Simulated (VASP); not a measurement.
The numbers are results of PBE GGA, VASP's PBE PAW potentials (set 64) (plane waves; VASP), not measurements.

A VASP calculation is set up with these files.

**POSCAR**
```
Nb
1
   -1.6500000000     1.6500000000     1.6500000000
    1.6500000000    -1.6500000000     1.6500000000
    1.6500000000     1.6500000000    -1.6500000000
Nb
1
Direct
  0.0000000000   0.0000000000   0.0000000000
```

INCAR:
```
LWAVE = .FALSE.
LREAL = .FALSE.   # projection in real space or not
LMAXMIX = 4
LCHARG = .FALSE.
NELM = 100   # most electronic steps
EDIFFG = -0.01   # ionic stop
IBRION = 2
ENCUT = 480   # plane-wave cut-off (eV)
ISMEAR = 1
PREC = Accurate
EDIFF = 1E-6
SYSTEM = Nb
GGA = PE
ALGO = Normal   # blocked Davidson
ISIF = 3   # ions, shape and volume
LASPH = .TRUE.   # aspherical one-centre terms
NSW = 60   # most ionic steps
SIGMA = 0.1   # width (eV)
```

### KPOINTS
```
Regular mesh
0
Gamma
  14 14 14
0 0 0
```

POTCAR, in this order: Nb_sv (PBE.64 set). Program: vasp_std.

What VASP printed:

File OSZICAR:
```
       N       E                     dE             d eps       ncg     rms          rms(c)
DAV:   1     0.106737421209E+03    0.10674E+03   -0.71861E+03  2096   0.122E+03
DAV:   2    -0.593273404005E+01   -0.11267E+03   -0.11006E+03  2260   0.424E+02
DAV:   3    -0.103984863850E+02   -0.44658E+01   -0.42737E+01  3072   0.719E+01
DAV:   4    -0.106237712630E+02   -0.22528E+00   -0.22003E+00  2864   0.147E+01
DAV:   5    -0.106336225291E+02   -0.98513E-02   -0.98435E-02  3188   0.247E+00    0.721E+00
DAV:   6    -0.102485057722E+02    0.38512E+00   -0.76541E-01  3216   0.116E+01    0.253E+00
DAV:   7    -0.102051572402E+02    0.43349E-01   -0.23138E-01  3246   0.629E+00    0.938E-01
DAV:   8    -0.102103009205E+02   -0.51437E-02   -0.12248E-02  2410   0.169E+00    0.534E-02
DAV:   9    -0.102103442865E+02   -0.43366E-04   -0.10995E-03  3546   0.363E-01    0.456E-02
DAV:  10    -0.102103623395E+02   -0.18053E-04   -0.28944E-05  2534   0.809E-02    0.169E-02
DAV:  11    -0.102103549421E+02    0.73974E-05   -0.67276E-06  2300   0.513E-02    0.296E-03
DAV:  12    -0.102103547906E+02    0.15154E-06   -0.17432E-07  1248   0.674E-03
   1 F= -.10210355E+02 E0= -.10210324E+02  d E =-.102104E+02
       N       E                     dE             d eps       ncg     rms          rms(c)
DAV:   1    -0.102751214671E+02   -0.64767E-01   -0.20129E+00  2562   0.224E+01    0.202E+00
DAV:   2    -0.102128370468E+02    0.62284E-01   -0.16067E-01  3094   0.564E+00    0.574E-01
DAV:   3    -0.102065969522E+02    0.62401E-02   -0.47549E-02  3220   0.240E+00    0.310E-01
DAV:   4    -0.102079385313E+02   -0.13416E-02   -0.14882E-03  2716   0.403E-01    0.179E-01
DAV:   5    -0.102092370276E+02   -0.12985E-02   -0.37318E-03  3432   0.407E-01    0.846E-02
DAV:   6    -0.102092445353E+02   -0.75076E-05   -0.62195E-05  2354   0.112E-01    0.309E-02
DAV:   7    -0.102092411161E+02    0.34192E-05   -0.14566E-05  2630   0.573E-02    0.264E-03
DAV:   8    -0.102092414855E+02   -0.36942E-06   -0.48705E-07  1334   0.567E-03
   2 F= -.10209241E+02 E0= -.10209107E+02  d E =0.111331E-02
       N       E                     dE             d eps       ncg     rms          rms(c)
DAV:   1    -0.102370912801E+02   -0.27850E-01   -0.80231E-01  2562   0.142E+01    0.130E+00
DAV:   2    -0.102124260302E+02    0.24665E-01   -0.60629E-02  3054   0.350E+00    0.365E-01
DAV:   3    -0.102098319368E+02    0.25941E-02   -0.18943E-02  3230   0.154E+00    0.208E-01
DAV:   4    -0.102104125673E+02   -0.58063E-03   -0.64282E-04  2758   0.261E-01    0.111E-01
DAV:   5    -0.102109229515E+02   -0.51038E-03   -0.15065E-03  3464   0.265E-01    0.527E-02
DAV:   6    -0.102109248794E+02   -0.19279E-05   -0.30140E-05  2310   0.799E-02    0.122E-02
DAV:   7    -0.102109255232E+02   -0.64377E-06   -0.47680E-06  2628   0.238E-02
   3 F= -.10210926E+02 E0= -.10210857E+02  d E =-.570733E-03
```

File OUTCAR:
```
------------------------ aborting loop because EDIFF is reached ----------------------------------------
  FORCE on cell =-STRESS in cart. coord.  units (eV):
  Direction    XX          YY          ZZ          XY          YZ          ZX
  --------------------------------------------------------------------------------------
  Total       -0.0011280     -0.0011280     -0.0011280     -0.0000000     -0.0000000      0.0000000
  in kB       -0.0997995     -0.0997995     -0.0997995     -0.0000000     -0.0000000      0.0000000
  external PRESSURE =      -0.0997995 kB  Pullay stress =       0.0000000 kB
  volume of cell :       18.11
      direct lattice vectors                 reciprocal lattice vectors
    -1.654305296  1.654305296  1.654305296     0.000000000  0.302241673  0.302241673
     1.654305296 -1.654305296  1.654305296     0.302241673  0.000000000  0.302241673
     1.654305296  1.654305296 -1.654305296     0.302241673  0.302241673  0.000000000
 POSITION                                       TOTAL-FORCE (eV/Angst)
 -----------------------------------------------------------------------------------
      0.00000     -0.00000      0.00000        -0.000000      0.000000      0.000000
 -----------------------------------------------------------------------------------
    total drift:                                0.000000      0.000000      0.000000
  FREE ENERGIE OF THE ION-ELECTRON SYSTEM (eV)
  ---------------------------------------------------
  free  energy   TOTEN  =       -10.2109255232 eV

  energy  without entropy=      -10.2107189749  energy(sigma->0) =      -10.21085667

 reached required accuracy - stopping structural energy minimisation
```
(Selected blocks of OUTCAR.)

### CONTCAR
```
Nb
   1.00000000000000
    -1.6543052959836642    1.6543052959836642    1.6543052959836642
     1.6543052959836642   -1.6543052959836642    1.6543052959836642
     1.6543052959836642    1.6543052959836642   -1.6543052959836642
  Nb
     1
Direct
     0.0000000000000000    0.0000000000000000    0.0000000000000000
```

The compound is Nb in the bcc structure. This run relaxes it. Symmetry was kept, so distortions that lower it aren't found.
